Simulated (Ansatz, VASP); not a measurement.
# Li2H4Pt in two plane-wave programs, part 2 of 2

Aim: how closely do two programs agree when they are given the same cell, functional and k mesh? The cell is generated by rule, not measured, and may not be a known phase. The cell is taken from a series of runs on this material, whose earlier steps may have relaxed, scaled, displaced or heated it; both programs get it as it stands.

VASP 6.6.1 and Ansatz 0.2.0.

So far: The structure; VASP: relaxation of cell and atoms, PBEsol.

The structure was built from a prototype and need not be the compound's stable phase.

**3. Ansatz: relaxation of cell and atoms, PBEsol**

Level of this step: Ansatz beside VASP: Kohn-Sham DFT, plane waves, PBEsol (Ansatz).

Ansatz runs on its default PAW (the set named soft_2) files.

The same cell, functional, mesh and smearing now go to Ansatz, which takes its cutoff from its data sets.

The input, input.yaml:

```yaml
crystal:
  lattice:
    - [-2.3632159701, 2.3632159701, 2.8629912418]
    - [2.3632159701, -2.3632159701, 2.8629912418]
    - [2.3632159701, 2.3632159701, -2.8629912418]
  atoms:
    - { symbol: Li, position: [0.75, 0.25, 0.5] }
    - { symbol: Li, position: [0.25, 0.75, 0.5] }
    - { symbol: H, position: [0.2462318348, 0.2462318348, 0.4924636696] }
    - { symbol: H, position: [0.2462318348, 0.7537681652, 0.0] }
    - { symbol: H, position: [0.7537681652, 0.7537681652, 0.5075363304] }
    - { symbol: H, position: [0.7537681652, 0.2462318348, 0.0] }
    - { symbol: Pt, position: [0.0, 0.0, 0.0] }
kpoints:
  mp_grid: { grid: [8, 8, 8] }
hamiltonian:
  xc: pbesol
scf:
  occupations: { method: gaussian, width: 0.02 }
output:
  forces: true
  stress: true
  eigenvalues: true
relax:
  adjacent_minimum: "off"
  f_tol: 0.005
  max_steps: 80
  cell: { stress_tol: 0.05 }
```

The run is started by

```bash
$ ansatz run input.yaml --threads 8 --pin off --max-ram 14336MiB --backend cpu --events-out ev --progress --plain --runs-dir out
```

Numbers of over 12 decimals in the logs are rounded to 6 here.

Log:

```text
Engine: ansatz 0.2.0, aarch64-unknown-linux-gnu
Pseudopotentials: kind: paw
Pseudopotential: Li, paw, valence charge 3, recommended cutoff 420 eV (normal), Li.paw.azcp
Pseudopotential: H, paw, valence charge 1, recommended cutoff 420 eV (normal), H.paw.azcp
Pseudopotential: Pt, paw, valence charge 18, recommended cutoff 420 eV (normal), Pt.paw.azcp
Functional definition: PBEsol
  exchange = pbesol_x
  correlation = pbesol_c
Crystal: 7 atoms, lattice volume = 63.957 Å³
Basis set: ecut = 420 eV, 1265 PW (Γ), exchange–correlation on 60×60×60 points (8 copies of the dense FFT grid, shifted against one another)
Bands: 21, of which v1, the nominal top of the filled ones, is band 14 counted from 1 (13 counted from 0)
Symmetry: 16 space group operations
Space group: I4/mmm (ITA 139), of the structure as read, at distance tolerance 4.0e-5 Å
k-points: 59 of 512
Non-local potential: Li, projectors of the file, l = 0: 3, l = 1: 2, l = 2: 1
Non-local potential: H, projectors of the file, l = 0: 2, l = 1: 1
Non-local potential: Pt, projectors of the file, l = 0: 3, l = 1: 2, l = 2: 2, l = 3: 1
PAW form: soft (Blöchl's): semilocal exchange-correlation on the pseudo side does not see the compensation charge
PAW frozen core: Pt, regenerated for the run's functional, and the local potential with it (the file was generated under x = pbe(κ = 0.804, μ = 0.219515), c = pbe(β = 0.066725))
PAW one-centre angular grid: Li, 110 points (default); XC on 64 Gauss nodes
PAW one-centre angular grid: H, 110 points (default); XC on 64 Gauss nodes
PAW one-centre angular grid: Pt, 590 points (default); XC on 64 Gauss nodes
Initial density: superposition of atomic densities (neutral atoms: chi_scale 0, normalization atom), corrected by the library's trained network
Initial wavefunctions: pseudopotential atomic-orbital guess
Functional: x = pbesol(κ = 0.804, μ = 0.123457), c = pbesol(β = 0.046)
SCF iter   1: F=—  HF=-12855.389472 eV  |F-HF|=—  |Δ(HF+E_count)|=         —  Δρ=5.68e-3  dr2=1.29e-2  ethr=1.77e-3  ⟨swp⟩=6.1  Hψ=5624  notcnv=0
preconditioner: auto → none  [insulator: Δε(μ)=1.696 eV  Ē_g=10.556 eV  σ=0.020 eV  W_gap=1.00  n_scr=14 (ndim 8)  ℏωp=18.6 eV  f_vac=0.005  D(μ)=0.00/eV (n_scr^D=0)  ε∞_Penn≈4.1]
SCF iter   2: F=—  HF=-12855.386434 eV  |F-HF|=—  |Δ(HF+E_count)|=   3.04e-3  Δρ=2.57e-3  dr2=2.49e-3  ethr=4.62e-5  ⟨swp⟩=2.2  Hψ=2244  notcnv=0  defer=110
SCF iter   3: F=—  HF=-12855.385605 eV  |F-HF|=—  |Δ(HF+E_count)|=   8.29e-4  Δρ=1.88e-4  dr2=1.44e-5  ethr=8.88e-6  ⟨swp⟩=2.0  Hψ=1917  notcnv=0  defer=120
SCF iter   4: F=—  HF=-12855.385573 eV  |F-HF|=—  |Δ(HF+E_count)|=   3.15e-5  Δρ=3.64e-5  dr2=5.84e-7  ethr=5.15e-8  ⟨swp⟩=2.1  Hψ=1591  notcnv=0  defer=120
iter 5 did not close the SCF: its close was put off for the readings that it lacked (scf_convergence_deferred on its scf_iter line)
SCF iter   5: F=-12855.385573 eV  HF=-12855.385573 eV  |F-HF|=1.03e-8  |Δ(HF+E_count)|=  6.29e-10  Δρ=8.40e-6  dr2=2.74e-8  ethr=2.09e-9  ⟨swp⟩=2.0  Hψ=1785  notcnv=0  defer=120
SCF iter   6: F=-12855.385573 eV  HF=-12855.385573 eV  |F-HF|=7.46e-10  |Δ(HF+E_count)|=   2.17e-9  Δρ=2.69e-6  dr2=2.92e-9  ethr=9.80e-11  ⟨swp⟩=5.5  Hψ=4994  notcnv=0
SCF 1 converged in 6 iterations: F = -12855.385573 eV  dr2 = 2.92e-9
  greatest PAW one-centre occupation: 1.000 electrons in one spin orbital (limit 2), on the Pt atom at site 6 (counted from 0), in its partial waves of l = 0
relax step   1: F+E_penalty+E_count = -12855.38557345 eV  Δ(F+E_penalty+E_count) = +0.000e0 eV  max|allowed force component| = 9.550e-3 eV/Å  Δτ_max = 0.0000 Å  P = +0.153 GPa  Ω = 63.957 Å³  (6 SCF iters, dr2 threshold 1.00e-7 eV, accepted)
[...]
relax step   2: F+E_penalty+E_count = -12855.38567018 eV  Δ(F+E_penalty+E_count) = -9.673e-5 eV  max|allowed force component| = 3.060e-4 eV/Å  Δτ_max = 0.0040 Å  P = -0.049 GPa  Ω = 64.133 Å³  energy of the carried Pulay correction = -1.446e-4 eV  (6 SCF iters, dr2 threshold 2.27e-7 eV, accepted)
[...]
relax step   3: F+E_penalty+E_count = -12855.38576539 eV  Δ(F+E_penalty+E_count) = -9.521e-5 eV  max|allowed force component| = 7.237e-4 eV/Å  Δτ_max = 0.0015 Å  P = -0.005 GPa  Ω = 64.063 Å³  energy of the carried Pulay correction = -8.693e-5 eV  (6 SCF iters, dr2 threshold 2.02e-8 eV, accepted)
[...]
relax step   4: F+E_penalty+E_count = -12855.38584576 eV  Δ(F+E_penalty+E_count) = -8.037e-5 eV  max|allowed force component| = 7.252e-4 eV/Å  Δτ_max = 0.0000 Å  P = -0.004 GPa  Ω = 64.063 Å³  stress off target by 6.63e-3 GPa  SCF on the basis re-selected at this cell (its energy is not comparable with the rows above)  (8 SCF iters)
basis re-selected at this cell: Δ(F+E_penalty+E_count) = -8.037e-5 eV, ΔP = +0.001 GPa vs the last step (what re-selecting the basis moved, of the pressure what is left beyond the Pulay correction that the steps carried, after the strain that the cell walked since its last selection, with what the two solves' SCF thresholds leave and, on support functions, any second-order correction that the steps lacked; it is no m [...]
SCF converged after 8 iterations
Free energy (F): -12855.385846 eV
Harris-Foulkes:  -12855.385846 eV  (|F-HF|=5.46e-12)
Internal energy: -12855.385846 eV  (E = F + TS)
E sigma→0 (E₀):  -12855.385846 eV
Fermi energy:    5.168591 eV
--- Per-component energies (eV) ---
  E_band       = -591.256788
  E_kinetic    = 737.380334
  E_local      = -3157.152528  (includes V_loc(G=0)·N_el)
  E_nonlocal   = 139.889384
  E_hartree    = 1191.886449
  E_xc         = -318.264817
  E_vxc        = -377.734866  (∫ρ·V_xc dr)
  E_paw        = -9357.335826  (= ΣΔE_a)
  E_vpaw       = -317.407543  (= ΣTr[D̂ρ^β])
  E_aug_tail   = -0.004467  (compensation charges beyond the density's cutoff)
  E_ewald      = -2092.071357
  E_core_change = 0.286981  (= ΣΔE_core)
  E_smearing   = -0.000000  (= −TS)
  E_closure    = 0.000000  (closes the sum)
  Σ components = -12855.385846   (vs F -12855.385846, Δ=0.00e0)
--- Forces (eV/Å), atoms counted from 1 ---
  atom   1  Li     0.00000000    -0.00000000    -0.00000000
  atom   2  Li    -0.00000000    -0.00000000     0.00000000
  atom   3  H     -0.00072520    -0.00072520     0.00000000
  atom   4  H      0.00072520    -0.00072520     0.00000000
  atom   5  H      0.00072520     0.00072520     0.00000000
  atom   6  H     -0.00072520     0.00072520    -0.00000000
  atom   7  Pt     0.00000000     0.00000000     0.00000000
  max |Σ_I F_I| component: 4.34e-18 eV/Å
--- Stress (GPa, compression-positive) ---
       -0.006628      -0.000000      -0.000000
       -0.000000      -0.006628       0.000000
       -0.000000       0.000000       0.000899
  P = ⅓ Tr σ = -0.0041 GPa (-0.041 kbar)
--- Band table (eV; the first three rows and the last of 59) ---
  k-point 0: bands = [... 10 lower, 2.7166, 3.2696, 4.0920, 4.0920, 11.3882, 11.9707, 11.9710, 11.9710, ... 3 higher]
  k-point 1: bands = [... 10 lower, 2.7997, 2.8964, 3.9504, 4.2825, 10.1633, 10.7745, 11.4969, 12.5131, ... 3 higher]
  k-point 2: bands = [... 10 lower, 2.7307, 3.0260, 3.5831, 4.1881, 8.8178, 9.2487, 12.1695, 13.2346, ... 3 higher]
  k-point 58: bands = [... 10 lower, 2.2050, 3.3836, 3.3836, 4.1757, 6.4097, 8.6528, 11.7361, 12.9695, ... 3 higher]
--- Relaxed structure (3 steps of the walk, 3 accepted, 1 SCFs on fresh bases) ---
  F+E_penalty+E_count = -12855.38584576 eV   max|allowed force component| = 7.252e-4 eV/Å   (the final SCF, on the basis selected at the relaxed cell)
  cell:  # Å, volume = 64.0626 Å³
    - [-2.368502, 2.368502, 2.854941]
    - [2.368502, -2.368502, 2.854941]
    - [2.368502, 2.368502, -2.854941]
  atoms:
    - { symbol: Li, position: [0.750000, 0.250000, 0.500000] }
    - { symbol: Li, position: [0.250000, 0.750000, 0.500000] }
    - { symbol: H, position: [0.245850, 0.245850, 0.491701] }
    - { symbol: H, position: [0.245850, 0.754150, 0.0] }
    - { symbol: H, position: [0.754150, 0.754150, 0.508299] }
    - { symbol: H, position: [0.754150, 0.245850, 0.0] }
    - { symbol: Pt, position: [0, 0, 0] }
```

**4. Side by side**

Known differences besides the potentials themselves: the data sets hold 28 valence electrons in Ansatz (on its default PAW (the set named soft_2) files) and 20 in VASP; the cutoff is 420 eV in Ansatz and 750 eV in VASP; Ansatz makes its cores anew for this functional, VASP keeps those of its PBE data sets; Ansatz adds a Pulay correction to the stress that steers its cell, VASP none. Total energies have different zeros and are not compared.

The two programs side by side:

| quantity | Ansatz | VASP | difference |
| --- | --- | --- | --- |
| volume (Å³) | 64.06 | 63.93 | +0.21 % |
| edge a after relaxation, in the typed setting (Å) | 4.401 | 4.399 | +0.05 % |

**5. Results**

```json
{"difference in volume (relaxation of cell and atoms, PBEsol)": "0.21 %"}
```

**Reading.** The difference in volume is 0.21 % (relaxation of cell and atoms, PBEsol), within the 1.2 % picked in this series as the mark of a large difference, as far as the stopping tolerances let one tell. The data sets hold unlike numbers of valence electrons (28 in Ansatz and 20 in VASP), so part of the differences comes from the potentials. 1 further run of this series is not shown here. How closely two codes agree says nothing of how well the functional describes the real material.

[Lines on the potential files, build, host, timing and source positions are cut from VASP's logs without a mark.]

[Logs are printed without paths, hosts, clocks, repeated set-up lines and the standing remarks that a program may print on its own settings, such as how far it seeks lower states.]

[Hosts, paths, dates, database ids (printed as entryN), source tags and the programs' standing remarks are cut or masked in the printed files.]
